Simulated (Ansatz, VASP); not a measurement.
# Cross-check of Ca between VASP and Ansatz

Aim: how closely do two programs agree when they are given the same cell, functional and k mesh? Of the first pair: The structure shown is the start of the Ansatz relaxation below; VASP solves that cell, so the two are compared at the walk's first step.

Main program and level: Ansatz 0.2.0; plane waves, with VASP 6.6.1 beside it; single point at LDA.

## 1. The starting structure

The cell holds 5 atoms: 5 Ca. Cell: a = 3.889 Å, b = 3.889 Å, c = 49.203 Å, α = 90.0°, β = 90.0°, γ = 120.0°. Vacuum lies along c. The height across the vacuum is the one that the program set for its solve, not the one typed.

## 2. Ansatz: relaxation, LDA

Ansatz runs on its default PAW (the set named soft_2) files.

The two programs are compared at the cell with which this relaxation starts, whose forces are those of its first step.

input.yaml

```yaml
crystal:
  lattice:
    - [3.88909, 0.0, 0.0]
    - [-1.94454, 3.36805, 0.0]
    - [0.0, 0.0, 25.70171]
  atoms:
    - { symbol: Ca, position: [0.0, 0.0, 0.252902] }
    - { symbol: Ca, position: [0.333333, 0.666667, 0.376451] }
    - { symbol: Ca, position: [0.666667, 0.333333, 0.5] }
    - { symbol: Ca, position: [0.0, 0.0, 0.623549] }
    - { symbol: Ca, position: [0.333333, 0.666667, 0.747098] }
  periodic: [true, true, false]
kpoints:
  mp_grid: { grid: [9, 9, 1] }
hamiltonian:
  xc: lda
scf:
  occupations: { method: gaussian, width: 0.1 }
output:
  forces: true
  stress: true
  eigenvalues: true
  write_density: true
  write_potential: true
  elf: true
  volumetric_format: npy
relax:
  adjacent_minimum: "off"
  f_tol: 0.005
  max_steps: 80
  cell: { stress_2d_tol: 0.02 }
```

Started as:

```sh
$ ansatz run input.yaml --threads 8 --pin off --max-ram 14336MiB --backend cpu --events-out ev --progress --plain --runs-dir out
```

Numbers of over 12 decimals in the logs are rounded to 6 here.

What it wrote:

```text
Warning: crystal.periodic: the lattice vector that does not repeat stood 0.000° off the slab's normal, 25.702 Å along it as the deck builds it. The run solves the slab on a vector along the normal, 49.203 Å long, with every atom where it was (on the deck's vector they left 13.00 Å outside them, and the widest stretch free of ions among them is 3.18 Å). A fractional position that the run reports is one of the run's ce [...]
[...]
SCF iter   2: F=—  HF=-8862.172171 eV  |F-HF|=—  |Δ(HF+E_count)|=   8.87e-3  Δρ=4.05e-4  dr2=4.23e-3  ethr=1.12e-4  ⟨swp⟩=2.3  Hψ=422  notcnv=0
SCF iter   3: F=—  HF=-8862.171905 eV  |F-HF|=—  |Δ(HF+E_count)|=   2.66e-4  Δρ=2.63e-4  dr2=3.10e-3  ethr=1.91e-6  ⟨swp⟩=3.0  Hψ=680  notcnv=0
SCF iter   4: F=—  HF=-8862.171725 eV  |F-HF|=—  |Δ(HF+E_count)|=   1.81e-4  Δρ=6.81e-5  dr2=6.22e-4  ethr=1.40e-6  ⟨swp⟩=2.2  Hψ=543  notcnv=0
SCF iter   5: F=—  HF=-8862.171778 eV  |F-HF|=—  |Δ(HF+E_count)|=   5.36e-5  Δρ=1.58e-5  dr2=1.07e-5  ethr=2.81e-7  ⟨swp⟩=1.9  Hψ=404  notcnv=0
SCF iter   6: F=—  HF=-8862.171779 eV  |F-HF|=—  |Δ(HF+E_count)|=   7.54e-7  Δρ=6.37e-6  dr2=1.28e-6  ethr=4.84e-9  ⟨swp⟩=3.2  Hψ=665  notcnv=0
SCF iter   7: F=-8862.171779 eV  HF=-8862.171779 eV  |F-HF|=2.64e-9  |Δ(HF+E_count)|=   4.18e-8  Δρ=1.27e-6  dr2=2.09e-8  ethr=1.51e-10  ⟨swp⟩=20.9  Hψ=3741  notcnv=0
SCF 4 converged in 7 iterations: F = -8862.171779 eV  dr2 = 2.09e-8
relax step   4: F+E_penalty+E_count = -8862.17177887 eV  Δ(F+E_penalty+E_count) = -1.524e-3 eV  max|allowed force component| = 4.114e-2 eV/Å  Δτ_max = 0.0540 Å  P = +0.030 N/m  Ω = 616.513 Å³  energy of the carried Pulay correction = +1.011e-4 eV  fix = [c, alpha, beta]  reactions: c +0.000 N/m  (7 SCF iters, dr2 threshold 3.34e-7 eV, accepted)
[...]
relax step   5: F+E_penalty+E_count = -8862.17262401 eV  Δ(F+E_penalty+E_count) = -8.451e-4 eV  max|allowed force component| = 1.890e-3 eV/Å  Δτ_max = 0.0239 Å  P = +0.007 N/m  Ω = 616.491 Å³  energy of the carried Pulay correction = +1.012e-4 eV  fix = [c, alpha, beta]  reactions: c +0.000 N/m  (6 SCF iters, dr2 threshold 1.06e-7 eV, accepted)
[...]
relax step   6: F+E_penalty+E_count = -8862.17255602 eV  Δ(F+E_penalty+E_count) = +6.798e-5 eV  max|allowed force component| = 1.946e-3 eV/Å  Δτ_max = 0.0000 Å  P = +0.005 N/m  Ω = 616.491 Å³  fix = [c, alpha, beta]  reactions: c +0.000 N/m  stress off target by 5.20e-3 N/m on what of the cell is left free  SCF on the basis re-selected at this cell (its energy is not comparable with the rows above)  (7 SCF iters)
basis re-selected at this cell: Δ(F+E_penalty+E_count) = +6.798e-5 eV, ΔP = -0.002 N/m vs the last step (what re-selecting the basis moved, of the pressure what is left beyond the Pulay correction that the steps carried, after the strain that the cell walked since its last selection, with what the two solves' SCF thresholds leave and, on support functions, any second-order correction that the steps lacked; it is no m [...]
SCF converged after 7 iterations
Free energy (F): -8862.172556 eV
Harris-Foulkes:  -8862.172556 eV  (|F-HF|=0.00e0)
Internal energy: -8862.133062 eV  (E = F + TS)
E sigma→0 (E₀):  -8862.152809 eV
Entropy (-TS):   -0.039494 eV (-7.899 meV/atom)
Fermi energy:    -2.940288 eV
--- Per-component energies (eV) ---
  E_band       = -1261.728560
  E_kinetic    = 1378.793721
  E_local      = -137034.928647  (includes V_loc(G=0)·N_el)
  E_nonlocal   = 336.488345
  E_hartree    = 67614.328015
  E_xc         = -669.193768
  E_vxc        = -840.974828  (∫ρ·V_xc dr)
  E_paw        = -4081.007868  (= ΣΔE_a)
  E_vpaw       = -329.763039  (= ΣTr[D̂ρ^β])
  E_aug_tail   = -0.000025  (compensation charges beyond the density's cutoff)
  E_ewald      = 63591.971337
  E_core_change = 1.415829  (= ΣΔE_core)
  E_smearing   = -0.039494  (= −TS)
  E_closure    = 0.000000  (closes the sum)
  Σ components = -8862.172556   (vs F -8862.172556, Δ=0.00e0)
--- Forces (eV/Å), atoms counted from 1 ---
  atom   1  Ca    -0.00000000     0.00000000     0.00012705
  atom   2  Ca    -0.00000000     0.00000000    -0.00194632
  atom   3  Ca    -0.00000000    -0.00000000     0.00000000
  atom   4  Ca     0.00000000     0.00000000     0.00194632
  atom   5  Ca     0.00000000    -0.00000000    -0.00012705
  max |Σ_I F_I| component: 1.73e-18 eV/Å
--- 2D stress c σ (N/m, compression-positive) ---
        0.005203      -0.000000       0.000000
       -0.000000       0.005203       0.000000
        0.000000       0.000000       0.000000
  P = ½ c Tr σ = 0.0052 N/m
--- Band table (eV; the first three rows and the last of 12) ---
  k-point 0: bands = ["-44.8034", "-44.8034", "-44.4017", "-44.3409", "-44.3395", "-26.1156", "-26.1154", "-25.9326", "-25.9326", "-25.9326", "-25.9326", "-25.7219", "-25.6082", "-25.5642", "-25.5642", "-25.5550", "-25.5037", "-25.5037", "-25.5015", "-25.5015", "-7.0694", "-6.6973", "-6.0617", "-5.2448", "-4.4384", "-2.9291", "-2.7007", "-2.2538", "-1.7032", "-1.1125"]
  k-point 1: bands = ["-44.8018", "-44.8018", "-44.3999", "-44.3393", "-44.3380", "-26.1128", "-26.1126", "-25.9501", "-25.9501", "-25.9367", "-25.9367", "-25.7167", "-25.6132", "-25.5747", "-25.5688", "-25.5581", "-25.5193", "-25.5178", "-25.5078", "-25.5052", "-6.8693", "-6.5016", "-5.8722", "-5.0619", "-4.2564", "-2.8983", "-2.6220", "-2.2156", "-1.7235", "-1.2316"]
  k-point 2: bands = ["-44.7977", "-44.7977", "-44.3954", "-44.3352", "-44.3343", "-26.1056", "-26.1055", "-25.9940", "-25.9940", "-25.9470", "-25.9470", "-25.7039", "-25.6434", "-25.5856", "-25.5802", "-25.5721", "-25.5616", "-25.5469", "-25.5181", "-25.5145", "-6.2945", "-5.9427", "-5.3369", "-4.5555", "-3.7688", "-2.8358", "-2.4418", "-2.1472", "-1.8595", "-1.6490"]
  k-point 11: bands = ["-44.7878", "-44.7878", "-44.3845", "-44.3252", "-44.3252", "-26.0884", "-26.0884", "-26.0365", "-26.0365", "-26.0334", "-26.0334", "-25.6798", "-25.6798", "-25.6758", "-25.6059", "-25.6019", "-25.6019", "-25.5759", "-25.5753", "-25.5753", "-3.1842", "-3.1701", "-3.1701", "-3.0700", "-2.9631", "-2.9631", "-2.7323", "-2.5453", "-2.5453", "-2.2188"]
--- Relaxed structure (5 steps of the walk, 5 accepted, 1 SCFs on fresh bases) ---
  F+E_penalty+E_count = -8862.17255602 eV   max|allowed force component| = 1.946e-3 eV/Å   (the final SCF, on the basis selected at the relaxed cell)
  cell:  # Å, volume = 616.4911 Å³
    - [3.803651, -2.8233331036536757e-6, 0]
    - [-1.901823, 3.294060, 0]
    - [0, 0, 49.20336455032]
  atoms:
    - { symbol: Ca, position: [-1.0362084916006879e-17, -7.586530001421946e-18, 0.139212] }
    - { symbol: Ca, position: [0.333333, 0.666667, 0.199476] }
    - { symbol: Ca, position: [0.666667, 0.333333, 0.261178] }
    - { symbol: Ca, position: [-1.0362084916006877e-17, -7.586530001421946e-18, 0.322881] }
    - { symbol: Ca, position: [0.333333, 0.666667, 0.383144] }
```

Reading the cycles: dr2 is the Hartree energy of the density residual (eV), the measure of convergence; HF is the Harris–Foulkes estimate of the energy, which meets the free energy F at convergence.

## 3. VASP: single point, LDA, start cell, pair 1

The same cell, functional (in two slightly different forms), mesh and smearing now go to VASP, with its own data sets.

Lines of VASP's logs that name or quote its potential files are left out, and so is its time.

INCAR

```
SYSTEM = Ca
PREC = Accurate
ENCUT = 400
EDIFF = 1E-06
NELM = 120
ISMEAR = 0
SIGMA = 0.1
LREAL = .FALSE.
ALGO = Normal
GGA = CA
NBANDS = 31
LORBIT = 11
LWAVE = .FALSE.
LCHARG = .FALSE.
ISIF = 2
LDIPOL = .TRUE.
IDIPOL = 3
DIPOL = 0.5 0.5 0.261
LVHAR = .TRUE.
LASPH = .TRUE.
GGA_COMPAT = .FALSE.
NELMDL = -8
KPAR = 2
```

POSCAR

```
Ca
1.0
    3.8890900000     -0.0000030000      0.0000000000
   -1.9445420000      3.3680520000      0.0000000000
    0.0000000000      0.0000000000     49.2033650000
Ca
5
Direct
    0.0000000000      0.0000000000      0.1321050705
    0.3333333333      0.6666666667      0.1966417134
    0.6666666667      0.3333333333      0.2611783767
    0.0000000000      0.0000000000      0.3257150400
    0.3333333333      0.6666666667      0.3902516830
```

KPOINTS

```
Automatic mesh
0
Gamma
9 9 1
0 0 0
```

Potentials, in the order of the species: Ca_sv (LDA family, release 64).

Started as:

```sh
$ mpirun -np 2 vasp_std
```

What it wrote:

```text
[banner, memory and clock lines left out]
running    2 mpi-ranks, on    1 nodes
 distrk:  each k-point on    1 cores,    2 groups
 distr:  one band on    1 cores,    1 groups

 POSCAR found type information on POSCAR Ca
 POSCAR found :  1 types and       5 ions
 LDA part: xc-table for (Slater(with rela. corr.)+CA(PZ))
 , standard interpolation
 POSCAR, INCAR and KPOINTS ok, starting setup
 FFT: planning ... GRIDC
 FFT: planning ... GRID_SOFT
 FFT: planning ... GRID
 WAVECAR not read
 entering main loop
       N       E                     dE             d eps       ncg     rms          rms(c)
DAV:   1     0.257683646915E+03    0.25768E+03   -0.23017E+04  1216   0.101E+03
DAV:   2     0.141707812111E+02   -0.24351E+03   -0.24051E+03   835   0.307E+02
DAV:   3    -0.735571222566E+01   -0.21526E+02   -0.21320E+02  1233   0.492E+01
DAV:   4    -0.106717863246E+02   -0.33161E+01   -0.32936E+01  1304   0.219E+01
DAV:   5    -0.109535778265E+02   -0.28179E+00   -0.28151E+00  1184   0.525E+00
DAV:   6    -0.109609746937E+02   -0.73969E-02   -0.73900E-02  1208   0.955E-01
DAV:   7    -0.109612970900E+02   -0.32240E-03   -0.32226E-03  1081   0.180E-01
DAV:   8    -0.109613229347E+02   -0.25845E-04   -0.25834E-04  1072   0.355E-02    0.533E+00
DAV:   9    -0.117060915980E+02   -0.74477E+00   -0.14549E+01  1056   0.116E+01    0.538E+00
DAV:  10    -0.102649069780E+02    0.14412E+01   -0.10985E+01  1000   0.702E+00    0.295E+00
DAV:  11    -0.101057480039E+02    0.15916E+00   -0.25062E+00   993   0.444E+00    0.759E-01
DAV:  12    -0.100802800183E+02    0.25468E-01   -0.36575E-01   976   0.165E+00    0.406E-01
DAV:  13    -0.100755549325E+02    0.47251E-02   -0.56101E-02   950   0.836E-01    0.167E-01
DAV:  14    -0.100760439395E+02   -0.48901E-03   -0.11866E-02  1112   0.396E-01    0.862E-02
[...]
DAV:  21    -0.100766060923E+02   -0.64207E-04   -0.11128E-05   724   0.136E-02    0.194E-03
DAV:  22    -0.100766617247E+02   -0.55632E-04   -0.80694E-06   676   0.504E-03    0.142E-03
DAV:  23    -0.100766786140E+02   -0.16889E-04   -0.11294E-06   610   0.357E-03    0.999E-04
DAV:  24    -0.100766907157E+02   -0.12102E-04   -0.77239E-07   620   0.260E-03    0.401E-04
DAV:  25    -0.100766964096E+02   -0.56940E-05   -0.27576E-07   582   0.134E-03    0.380E-04
DAV:  26    -0.100766989075E+02   -0.24979E-05   -0.66512E-08   582   0.104E-03    0.170E-04
DAV:  27    -0.100767005194E+02   -0.16119E-05   -0.45220E-08   582   0.797E-04    0.180E-04
DAV:  28    -0.100767011899E+02   -0.67047E-06   -0.22062E-08   582   0.518E-04
   1 F= -.10076701E+02 E0= -.10052535E+02  d E =-.483323E-01
```

From OUTCAR (step 3):

```text
ion  position               nearest neighbor table
   1  0.000  0.000  0.132-
   2  0.333  0.667  0.197-
   3  0.667  0.333  0.261-
   4  0.000  0.000  0.326-
   5  0.333  0.667  0.390-

  LATTYP: Found a hexagonal cell.
 ALAT       =     3.8890900000
 C/A-ratio  =    12.6516395866

 Subroutine GETGRP returns: Found 12 space group operations
 (whereof  6 operations were pure point group operations)

The static configuration has the point symmetry C_3v.
 The point group associated with its full space group is D_3d.

 Found     12 irreducible k-points:

   k-points           NKPTS =     12   k-points in BZ     NKDIM =     12   number of bands    NBANDS=     31

   dimension x,y,z NGX =    28 NGY =   28 NGZ =  324
   dimension x,y,z NGXF=    56 NGYF=   56 NGZF=  648

   ENCUT  =  400.0 eV  29.40 Ry    5.42 a.u.   6.34  6.34 80.24*2*pi/ulx,y,z

   NELECT =      50.0000    total number of electrons

 k-points in reciprocal lattice and weights: Automatic mesh
   0.00000000  0.00000000  0.00000000       0.012
   0.11111111  0.00000000  0.00000000       0.074
   0.22222222  0.00000000  0.00000000       0.074
   0.33333333  0.00000000  0.00000000       0.074
   0.44444444  0.00000000  0.00000000       0.074
   0.11111111  0.11111111  0.00000000       0.074
   0.22222222  0.11111111  0.00000000       0.148
   0.33333333  0.11111111  0.00000000       0.148
   0.44444444  0.11111111  0.00000000       0.074
   0.22222222  0.22222222  0.00000000       0.074
   0.33333333  0.22222222  0.00000000       0.148
   0.33333333  0.33333333  0.00000000       0.025

 dipolmoment           0.000000      0.000000     -0.000006 electrons x Angstroem

 average (electrostatic) potential at core
       1 -52.4036       2 -51.9704       3 -51.9793       4 -51.9705       5 -52.4037

 E-fermi :  -1.4110

 k-point     1 :       0.0000    0.0000    0.0000
  band No.  band energies     occupation
    ...
     22      -5.0328      2.00000
     23      -4.4644      2.00000
     24      -3.7212      2.00000
     25      -2.9388      2.00000
     26      -1.4953      1.76717
     27      -1.1560      0.00031
     28      -0.7391      0.00000
     29      -0.3031      0.00000
     30       0.1950      0.00000
     31       0.5941      0.00000

 k-point     2 :       0.1111    0.0000    0.0000
  band No.  band energies     occupation
    ...
     22      -4.8472      2.00000
     23      -4.2831      2.00000
     24      -3.5442      2.00000
     25      -2.7623      2.00000
     26      -1.4632      1.54006
     27      -1.0862      0.00000
     28      -0.6834      0.00000
     29      -0.2854      0.00000
     30       0.1525      0.00000
     31       0.3752      0.00000

 k-point     3 :       0.2222    0.0000    0.0000
  band No.  band energies     occupation
    ...
     22      -4.3141      2.00000
     23      -3.7677      2.00000
     24      -3.0494      2.00000
     25      -2.2823      2.00000
     26      -1.3728      0.58986
     27      -0.9180      0.00000
     28      -0.5878      0.00000
     29      -0.3344      0.00000
     30      -0.1328      0.00000
     31      -0.1089      0.00000

  Total       -1.8864416     -1.8864413     -2.1320028     -0.0000002     -0.0000000      0.0000000
  in kB       -4.6895649     -4.6895642     -5.3000133     -0.0000006     -0.0000000      0.0000000
  external PRESSURE =      -4.8930475 kB  Pullay stress =       0.0000000 kB

  energy-cutoff  :      400.00
  volume of cell :      644.50
      direct lattice vectors                 reciprocal lattice vectors
     3.889090000 -0.000003000  0.000000000     0.257129674  0.148453602  0.000000000
    -1.944542000  3.368052000  0.000000000     0.000000229  0.296907662  0.000000000
     0.000000000  0.000000000 49.203365000     0.000000000  0.000000000  0.020323813

 POSITION                                       TOTAL-FORCE (eV/Angst)
 -----------------------------------------------------------------------------------
      0.00000      0.00000      6.50001        -0.000000      0.000000      0.195690
      0.00000      2.24537      9.67543        -0.000000     -0.000000     -0.064937
      1.94455      1.12268     12.85085        -0.000000     -0.000000     -0.000000
      0.00000      0.00000     16.02628         0.000000     -0.000000      0.064937
      0.00000      2.24537     19.20170         0.000000     -0.000000     -0.195690
 -----------------------------------------------------------------------------------
    total drift:                                0.000000     -0.000000     -0.000195

  FREE ENERGIE OF THE ION-ELECTRON SYSTEM (eV)
  ---------------------------------------------------
  free  energy   TOTEN  =       -10.0767011899 eV

  energy  without entropy=      -10.0283688905  energy(sigma->0) =      -10.05253504

 vacuum level on the upper side and lower side of the slab         1.660         1.660

 total charge
# of ion       s       p       d       tot
------------------------------------------
    1        2.099   5.815   0.159   8.073
    2        2.090   5.821   0.173   8.084
    3        2.090   5.822   0.171   8.083
    4        2.090   5.821   0.173   8.084
    5        2.099   5.815   0.159   8.073
--------------------------------------------------
tot         10.467  29.094   0.836  40.398

[... 3 further parts left out ...]
```

The run ends at a pressure of -0.49 GPa, with forces up to 0.20 eV/Å.

[end of part 1 of 2]

[Lines on the potential files, build, host, timing and source positions are cut from VASP's logs without a mark.]

[Logs are printed without paths, hosts, clocks, repeated set-up lines and the standing remarks that a program may print on its own settings, such as how far it seeks lower states.]

[Hosts, paths, dates, database ids (printed as entryN), source tags and the programs' standing remarks are cut or masked in the printed files.]
